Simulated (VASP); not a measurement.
# GW on WS2 (Tungstenite), part 2 of 4

Aim: the quasiparticle gap of WS2 (Tungstenite), and what it costs to get it. The cell has space group P6_3/mmc. The start is a cell from a database of measured crystal structures.

VASP 6.6.1, plane waves and PAW; the level of theory is named at each step.

So far. Step 2 (Ground state): The cell has a gap of 1.05 eV on mesh and path. Spin-orbit coupling is left out, which can shift or reorder these edges. Forces of up to 0.16 eV/Å remain in these settings.

The database entry behind the starting cell differs from later determinations by our own check (an axis about 1.4 % long against later determinations), so it need not match the best structure at ambient conditions.

### 3. Empty bands

Level of this step: PBE, no spin polarisation; plane waves and PAW (W_sv_GW, S_GW) (VASP).

The next step needs empty bands that the ground-state run didn't converge, so the Hamiltonian is diagonalised exactly for NBANDS bands, in a single step. LOPTICS writes the k-derivatives of the orbitals (WAVEDER), which give the long-wavelength limit of the screening.

Contents of INCAR:

```
SYSTEM = WS2
PREC = Accurate
ENCUT = 340
ISMEAR = 0
SIGMA = 0.01
LREAL = .FALSE.
GGA = PE
NBANDS = 184
LASPH = .TRUE.
ALGO = Exact
NELM = 1
LWAVE = .TRUE.
LCHARG = .FALSE.
LOPTICS = .TRUE.
NEDOS = 1000
CSHIFT = 0.1
```

Contents of POSCAR:

```
WS2
1.0
    3.1800000000      0.0000000000      0.0000000000
   -1.5900000000      2.7539607840      0.0000000000
    0.0000000000      0.0000000000     12.5000000000
W S
2 4
Direct
    0.3333333333      0.6666666667      0.2500000000
    0.6666666667      0.3333333333      0.7500000000
    0.3333333333      0.6666666667      0.6250000000
    0.6666666667      0.3333333333      0.1250000000
    0.3333333333      0.6666666667      0.8750000000
    0.6666666667      0.3333333333      0.3750000000
```

Contents of KPOINTS:

```
Automatic mesh
0
Gamma
6 6 2
0 0 0
```

PAW data sets: W_sv_GW and S_GW (PBE family, release 64).

On the command line:

```sh
$ mpirun -np 8 vasp_std
```

Log:

```text
[banner, memory and clock lines left out]
running    8 mpi-ranks, on    1 nodes
 distrk:  each k-point on    8 cores,    1 groups
 distr:  one band on    1 cores,    8 groups

 POSCAR found type information on POSCAR W S
 POSCAR found :  2 types and       6 ions
 [... a notice as in an earlier step ...]

 LDA part: xc-table for (Slater+PW92), standard interpolation
 found WAVECAR, reading the header
  number of bands has changed, file:    32 present:   184
  trying to continue reading WAVECAR, but it might fail
 POSCAR, INCAR and KPOINTS ok, starting setup
 FFT: planning ... GRIDC
 FFT: planning ... GRID_SOFT
 FFT: planning ... GRID
 reading WAVECAR
 random initialization beyond band           32
 the WAVECAR file was read successfully
 initial charge from wavefunction
 entering main loop
       N       E                     dE             d eps       ncg     rms          rms(c)
DIA:   1    -0.513319073066E+02   -0.51332E+02    0.00000E+00     0   0.000E+00
   1 F= -.51331907E+02 E0= -.51331907E+02  d E =-.957513E-62
 writing wavefunctions
 optical routines
 imaginary and real dielectric function
 recalculating local potential from charge density
 direction            1
 direction            2
 direction            3
```

Elapsed: 21 s, on 8 MPI ranks of Intel Xeon 6975P-C (Granite Rapids), shared host; peak memory 2 GiB; 2.3 min of CPU time.

OUTCAR, selected parts (step 3):

```text
 Found     14 irreducible k-points:

   k-points           NKPTS =     14   k-points in BZ     NKDIM =     14   number of bands    NBANDS=    184

   NELECT =      52.0000    total number of electrons

 E-fermi :   7.6101

 k-point     1 :       0.0000    0.0000    0.0000
  band No.  band energies     occupation
    ...
     22       5.2297      2.00000
     23       5.2297      2.00000
     24       5.9234      2.00000
     25       6.4038      2.00000
     26       7.4947      2.00000
     27       9.7386      0.00000
     28       9.7386      0.00000
     29       9.7463      0.00000
     30       9.7463      0.00000
     31       9.8363      0.00000
    ...

 k-point     6 :       0.3333    0.1667    0.0000
  band No.  band energies     occupation
    ...
     22       4.1457      2.00000
     23       4.7694      2.00000
     24       5.0188      2.00000
     25       6.1574      2.00000
     26       6.3025      2.00000
     27       9.1781      0.00000
     28       9.6152      0.00000
     29      10.0499      0.00000
     30      10.1590      0.00000
     31      10.2760      0.00000
    ...

  Total        0.0187938      0.0187938      1.3286229      0.0000000      0.0000000      0.0000000
  in kB        0.2750622      0.2750622     19.4454245      0.0000000      0.0000000      0.0000000
  external PRESSURE =       6.6651829 kB  Pullay stress =       0.0000000 kB

 POSITION                                       TOTAL-FORCE (eV/Angst)
 -----------------------------------------------------------------------------------
     -0.00000      1.83597      3.12500        -0.000000      0.000000      0.000000
      1.59000      0.91799      9.37500        -0.000000      0.000000      0.000000
     -0.00000      1.83597      7.81250         0.000000      0.000000     -0.157893
      1.59000      0.91799      1.56250         0.000000     -0.000000     -0.157893
     -0.00000      1.83597     10.93750         0.000000      0.000000      0.157893
      1.59000      0.91799      4.68750         0.000000      0.000000      0.157893
 -----------------------------------------------------------------------------------
    total drift:                               -0.000000      0.000000     -0.000000

  FREE ENERGIE OF THE ION-ELECTRON SYSTEM (eV)
  ---------------------------------------------------
  free  energy   TOTEN  =       -51.3319073066 eV

  energy  without entropy=      -51.3319073066  energy(sigma->0) =      -51.33190731

 plasma frequency squared (from intraband transitions) (eV^2)
  --------------------------------------------------------------------------------------
       0.000       0.000       0.000
       0.000       0.000      -0.000
       0.000      -0.000       0.000

[... 13 parts as in an earlier step ...]
```

The gap is read on the k-mesh alone, so it is an upper bound where the band edges lie off the mesh, and a coarse mesh can show a gap where there is none.

A gap read on the k-mesh alone can miss the band edges.

This step gave:

* gap on the k-mesh: 1.046 eV
* least direct gap on the k-mesh: 1.736 eV

WAVECAR now holds 184 bands for 52 electrons. Its independent-particle dielectric tensor has xx, yy, zz = 15.4, 15.4, 8.9 on this mesh. It isn't tested for convergence in mesh or bands and lacks local fields, and at a small direct gap a coarse mesh makes it too large, which overscreens the GW step.

### 4. G0W0, ENCUTGW 80, bands in the sums 184

This step: G0W0 on PBE, no spin polarisation; plane waves and PAW (W_sv_GW, S_GW) (VASP 6.6.1).

One pass of GW corrects the levels to first order, with G and W from the starting orbitals.

Contents of INCAR:

```
SYSTEM = WS2
PREC = Accurate
ENCUT = 340
ISMEAR = 0
SIGMA = 0.01
LREAL = .FALSE.
GGA = PE
NBANDS = 184
LASPH = .TRUE.
ALGO = EVGW0
NELMGW = 1
ENCUTGW = 80
NOMEGA = 48
PRECFOCK = Fast
NBANDSGW = 40
LWAVE = .FALSE.
LCHARG = .FALSE.
```

POSCAR is that of step 3.

KPOINTS is that of step 3.

On the command line:

```sh
$ mpirun -np 8 vasp_std
```

Log:

```text
[banner, memory and clock lines left out]
running    8 mpi-ranks, on    1 nodes
 distrk:  each k-point on    8 cores,    1 groups
 distr:  one band on    1 cores,    8 groups

 POSCAR found type information on POSCAR W S
 POSCAR found :  2 types and       6 ions
 [... a notice as in an earlier step ...]

|                                                                             |
|           W    W    AA    RRRRR   N    N  II  N    N   GGGG   !!!           |
|           W    W   A  A   R    R  NN   N  II  NN   N  G    G  !!!           |
|           W    W  A    A  R    R  N N  N  II  N N  N  G       !!!           |
|           W WW W  AAAAAA  RRRRR   N  N N  II  N  N N  G  GGG   !            |
|           WW  WW  A    A  R   R   N   NN  II  N   NN  G    G                |
|           W    W  A    A  R    R  N    N  II  N    N   GGGG   !!!           |
|                                                                             |
|     The default for ENCUTGWSOFT is different in this version of VASP.       |
|     please manually set ENCUTGWSOFT =80 in the INCAR file.                  |
|                                                                             |

 LDA part: xc-table for (Slater+PW92), standard interpolation
 found WAVECAR, reading the header
 POSCAR, INCAR and KPOINTS ok, starting setup
 FFT: planning ... GRIDC
 FFT: planning ... GRID_SOFT
 FFT: planning ... GRID
 reading WAVECAR
 the WAVECAR file was read successfully
 initial charge from wavefunction
 available memory per node:     35.14 GB, setting MAXMEM to     35979

 The Fermi energy was updated, please check that it is located mid-gap
 values below the HOMO (VB) or above the LUMO (CB) will cause erroneous energies
 E-fermi :   8.0179

 calculate exact exchange contribution
 the WAVEDER file was read successfully
|                                                                             |
|           W    W    AA    RRRRR   N    N  II  N    N   GGGG   !!!           |
|           W    W   A  A   R    R  NN   N  II  NN   N  G    G  !!!           |
|           W    W  A    A  R    R  N N  N  II  N N  N  G       !!!           |
|           W WW W  AAAAAA  RRRRR   N  N N  II  N  N N  G  GGG   !            |
|           WW  WW  A    A  R   R   N   NN  II  N   NN  G    G                |
|           W    W  A    A  R    R  N    N  II  N    N   GGGG   !!!           |
|                                                                             |
|     Automatic setting of frequency mesh for GW failed. Frequency mesh       |
|     properly not suitable for determining QP energies. Consider             |
|     increasing number of kpoints.                                           |
|                                                                             |

energies w=
    0.000    0.000    1.120    0.000    2.235    0.000    3.342    0.000
    4.435    0.000    5.513    0.000    6.572    0.000    7.613    0.000
    8.634    0.000    9.636    0.000   10.620    0.000   11.588    0.000
   12.543    0.000   13.486    0.000   14.421    0.000   15.351    0.000
   16.280    0.000   17.212    0.000   18.150    0.000   19.099    0.000
   20.065    0.000   21.052    0.000   22.067    0.000   23.116    0.000
   24.207    0.000   25.348    0.000   26.549    0.000   27.823    0.000
   29.185    0.000   30.649    0.000   32.237    0.000   33.975    0.000
   35.892    0.000   38.031    0.000   40.442    0.000   43.192    0.000
   46.368    0.000   50.095    0.000   54.538    0.000   59.940    0.000
   66.661    0.000   75.259    0.000   86.648    0.000  102.440    0.000
  125.761    0.000  163.570    0.000  235.155    0.000  421.149    0.000
 responsefunction array rank=     192
 LDA part: xc-table for (Slater+PW92), standard interpolation

 min. memory requirement per mpi rank    208.2 MB, per node   1665.9 MB

 allocating   6 responsefunctions rank=   192
 shmem allocating  48 responsefunctions rank=   192
 response function shared by NCSHMEM nodes    1
 Doing            6  frequencies on each core in blocks of           48
NQ=   1    0.0000    0.0000    0.0000,
|.........|.........|.........|.........|.........|.........|.........|.........
 performed        797000 updates of chi_q(r,r)
 total number of BLAS operations        182.25 Gflops
NQ=   2    0.1667    0.0000    0.0000,
|.........|.........|.........|.........|.........|.........|.........|.........
 performed       2271000 updates of chi_q(r,r)
 total number of BLAS operations        590.41 Gflops
NQ=   3    0.3333    0.0000    0.0000,
|.........|.........|.........|.........|.........|.........|.........|.........
 performed       3745000 updates of chi_q(r,r)
 total number of BLAS operations        972.67 Gflops
NQ=   4    0.5000    0.0000    0.0000,
|.........|.........|.........|.........|.........|.........|.........|.........
 performed       4837000 updates of chi_q(r,r)
 total number of BLAS operations       1262.05 Gflops
NQ=   5    0.1667    0.1667    0.0000,
|.........|.........|.........|.........|.........|.........|.........|.........
 performed       6311000 updates of chi_q(r,r)
 total number of BLAS operations       1644.30 Gflops
NQ=   6    0.3333    0.1667    0.0000,
|.........|.........|.........|.........|.........|.........|.........|.........
 performed       7962000 updates of chi_q(r,r)
 total number of BLAS operations       2035.14 Gflops
NQ=   7    0.3333    0.3333    0.0000,
|.........|.........|.........|.........|.........|.........|.........|.........
 performed       8906000 updates of chi_q(r,r)
 total number of BLAS operations       2233.51 Gflops
NQ=   8    0.0000    0.0000    0.5000,
|.........|.........|.........|.........|.........|.........|.........|.........
 performed       9703000 updates of chi_q(r,r)
 total number of BLAS operations       2454.27 Gflops
NQ=   9    0.1667    0.0000    0.5000,
|.........|.........|.........|.........|.........|.........|.........|.........
 performed      11177000 updates of chi_q(r,r)
 total number of BLAS operations       2871.26 Gflops
NQ=  10    0.3333    0.0000    0.5000,
|.........|.........|.........|.........|.........|.........|.........|.........
 performed      12651000 updates of chi_q(r,r)
 total number of BLAS operations       3220.29 Gflops
NQ=  11    0.5000    0.0000    0.5000,
|.........|.........|.........|.........|.........|.........|.........|.........
 performed      13743000 updates of chi_q(r,r)
 total number of BLAS operations       3503.35 Gflops
NQ=  12    0.1667    0.1667    0.5000,
|.........|.........|.........|.........|.........|.........|.........|.........
 performed      15217000 updates of chi_q(r,r)
 total number of BLAS operations       3844.31 Gflops
NQ=  13    0.3333    0.1667    0.5000,
|.........|.........|.........|.........|.........|.........|.........|.........
 performed      16868000 updates of chi_q(r,r)
 total number of BLAS operations       4253.54 Gflops
NQ=  14    0.3333    0.3333    0.5000,
|.........|.........|.........|.........|.........|.........|.........|.........
 performed      17812000 updates of chi_q(r,r)
 total number of BLAS operations       4466.87 Gflops
 resolving degeneracies of screened two electron integrals

 calculate QP shifts <psi_nk| G(iteration)W_0 |psi_nk>: iteration 1
 entering main loop
```

It took 4.7 min on 8 MPI ranks; peak memory 2.1 GiB; 32 min of CPU time.

Parts of OUTCAR (step 4):

```text
 Found     14 irreducible k-points:

   k-points           NKPTS =     14   k-points in BZ     NKDIM =     72   number of bands    NBANDS=    184

   NELECT =      52.0000    total number of electrons

 E-fermi :   8.0179

 QP shifts <psi_nk| G(iteration)W_0 |psi_nk>: iteration 1
 for sc-GW calculations column KS-energies equals QP-energies in previous step
 and V_xc(KS)=  KS-energies - (<T + V_ion + V_H > + <T+V_H+V_ion>^1  + <V_x>^1)
 k-point   1 :       0.0000    0.0000    0.0000
  band No.  KS-energies  QP-energies   sigma(KS)   V_xc(KS)     V^pw_x(r,r')   Z            occupation Imag(sigma)
    ...
     23       5.2297       5.1627     -15.2634     -15.1770     -17.1534       0.7750       2.0000       0.2828
     24       5.9234       5.6579     -14.0406     -13.6979     -16.2995       0.7749       2.0000       0.3038
     25       6.4038       6.3447     -14.1067     -14.0306     -15.2612       0.7781       2.0000       0.2210
     26       7.4947       7.5948     -15.0602     -15.1895     -15.8722       0.7747       2.0000       0.1535
     27       9.7386      10.5681     -13.8566     -14.9206     -10.2770       0.7795       0.0000      -0.3170
     28       9.7386      10.5681     -13.8566     -14.9206     -10.2770       0.7795       0.0000      -0.3170
     29       9.7463      10.5697     -13.7920     -14.8480     -10.1997       0.7797       0.0000      -0.3179
     30       9.7463      10.5697     -13.7920     -14.8480     -10.1997       0.7797       0.0000      -0.3179
    ...

 k-point   2 :       0.1667    0.0000    0.0000
  band No.  KS-energies  QP-energies   sigma(KS)   V_xc(KS)     V^pw_x(r,r')   Z            occupation Imag(sigma)
    ...
     23       5.1779       4.8979     -13.9545     -13.5935     -16.2405       0.7756       2.0000       0.3219
     24       6.0061       5.7653     -14.0656     -13.7550     -16.2967       0.7754       2.0000       0.2960
     25       6.3222       6.2895     -14.4662     -14.4241     -15.7451       0.7761       2.0000       0.2321
     26       6.6874       6.7119     -14.7306     -14.7622     -15.8822       0.7754       2.0000       0.2049
     27       9.0678       9.7247     -13.3179     -14.1591      -9.9783       0.7810       0.0000      -0.2884
     28       9.4895      10.2366     -13.9283     -14.8913     -10.5797       0.7758       0.0000      -0.3095
     29       9.5979      10.4128     -13.7861     -14.8263     -10.0709       0.7835       0.0000      -0.3173
     30       9.6812      10.4570     -14.1030     -15.1044     -10.6512       0.7748       0.0000      -0.3286
    ...

 k-point   3 :       0.3333    0.0000    0.0000
  band No.  KS-energies  QP-energies   sigma(KS)   V_xc(KS)     V^pw_x(r,r')   Z            occupation Imag(sigma)
    ...
     23       5.2324       4.9494     -14.1230     -13.7550     -16.6035       0.7690       2.0000       0.3514
     24       5.2631       5.0870     -14.6437     -14.4162     -16.8770       0.7741       2.0000       0.3134
     25       5.5265       5.4118     -14.0408     -13.8935     -15.6087       0.7788       2.0000       0.2840
     26       5.7713       5.6895     -14.3374     -14.2322     -15.8772       0.7774       2.0000       0.2702
     27       9.1786       9.8621     -13.6738     -14.5509     -10.1165       0.7794       0.0000      -0.3110
     28       9.3599      10.1669     -14.7312     -15.7739     -11.1164       0.7740       0.0000      -0.3284
     29       9.4945      10.3165     -14.8468     -15.9106     -11.1879       0.7727       0.0000      -0.3390
     30       9.8899      10.6827     -14.3267     -15.3488     -10.5788       0.7757       0.0000      -0.3630
    ...

[... 8 parts as in an earlier step ...]

[... 5 further parts left out ...]
```

Numbers from this step:

```yaml
quasiparticle_gap_on_the_mesh: 1.546 eV
smallest_direct_quasiparticle_gap_on_the_mesh: 2.395 eV
gap_of_the_starting_orbitals_on_the_mesh: 1.046 eV
```

GW takes the gap from 1.046 to 1.546 eV. Spin-orbit coupling is left out. The value holds for 184 bands, ENCUTGW = 80 eV and this mesh, and isn't shown to be converged in them. VASP warns that the automatic setting of its frequency mesh failed and advises more k points, so the value is in doubt.

### 5. Empty bands

This step: PBE, no spin polarisation; plane waves and PAW (W_sv_GW, S_GW) (VASP 6.6.1).

The empty bands are made again, for the run that follows.

Contents of INCAR:

```
SYSTEM = WS2
PREC = Accurate
ENCUT = 340
ISMEAR = 0
SIGMA = 0.01
LREAL = .FALSE.
GGA = PE
NBANDS = 288
LASPH = .TRUE.
ALGO = Exact
NELM = 1
LWAVE = .TRUE.
LCHARG = .FALSE.
LOPTICS = .TRUE.
NEDOS = 1000
CSHIFT = 0.1
```

POSCAR is that of step 4.

KPOINTS is that of step 4.

On the command line:

```sh
$ mpirun -np 8 vasp_std
```

Log:

```text
[banner, memory and clock lines left out]
running    8 mpi-ranks, on    1 nodes
[...]
[... a notice as in an earlier step ...]

 LDA part: xc-table for (Slater+PW92), standard interpolation
 found WAVECAR, reading the header
  number of bands has changed, file:    32 present:   288
  trying to continue reading WAVECAR, but it might fail
 POSCAR, INCAR and KPOINTS ok, starting setup
[...]
reading WAVECAR
 random initialization beyond band           32
 the WAVECAR file was read successfully
 initial charge from wavefunction
 entering main loop
       N       E                     dE             d eps       ncg     rms          rms(c)
DIA:   1    -0.513319073065E+02   -0.51332E+02    0.00000E+00     0   0.000E+00
   1 F= -.51331907E+02 E0= -.51331907E+02  d E =-.100158-135
 writing wavefunctions
 optical routines
 imaginary and real dielectric function
 recalculating local potential from charge density
 direction            1
 direction            2
 direction            3
```

It took 16 s on 8 MPI ranks; peak memory 2 GiB.

Parts of OUTCAR (step 5):

```text
  Total        0.0187938      0.0187938      1.3286229      0.0000000      0.0000000      0.0000000
  in kB        0.2750617      0.2750617     19.4454239      0.0000000      0.0000000      0.0000000
  external PRESSURE =       6.6651824 kB  Pullay stress =       0.0000000 kB

 POSITION                                       TOTAL-FORCE (eV/Angst)
 -----------------------------------------------------------------------------------
     -0.00000      1.83597      3.12500         0.000000     -0.000000      0.000000
      1.59000      0.91799      9.37500        -0.000000      0.000000      0.000000
     -0.00000      1.83597      7.81250         0.000000      0.000000     -0.157893
      1.59000      0.91799      1.56250         0.000000      0.000000     -0.157893
     -0.00000      1.83597     10.93750        -0.000000     -0.000000      0.157893
      1.59000      0.91799      4.68750         0.000000     -0.000000      0.157893
 -----------------------------------------------------------------------------------
    total drift:                               -0.000000      0.000000     -0.000000

  FREE ENERGIE OF THE ION-ELECTRON SYSTEM (eV)
  ---------------------------------------------------
  free  energy   TOTEN  =       -51.3319073065 eV

  energy  without entropy=      -51.3319073065  energy(sigma->0) =      -51.33190731

[... 1 part as in an earlier step ...]

[... 2 further parts left out ...]
[key lines of the parts left out:]
E-fermi :   7.6689
```

WAVECAR now holds 288 bands for 52 electrons.

(Part 2 of 4 ends here.)

[Lines on the potential files, build, host, timing and source positions are cut from VASP's logs without a mark.]

[Logs are printed without paths, hosts, clocks, repeated set-up lines and the standing remarks that a program may print on its own settings, such as how far it seeks lower states.]

[Hosts, paths, dates, database ids (printed as entryN), source tags and the programs' standing remarks are cut or masked in the printed files.]

[Pressures printed for these runs are not shown converged in the cutoff: they can be off by several GPa and have the wrong sign.]

[In band tables of VASP the shares of atoms and orbitals are scaled to a sum of 1 inside the atoms' spheres.]
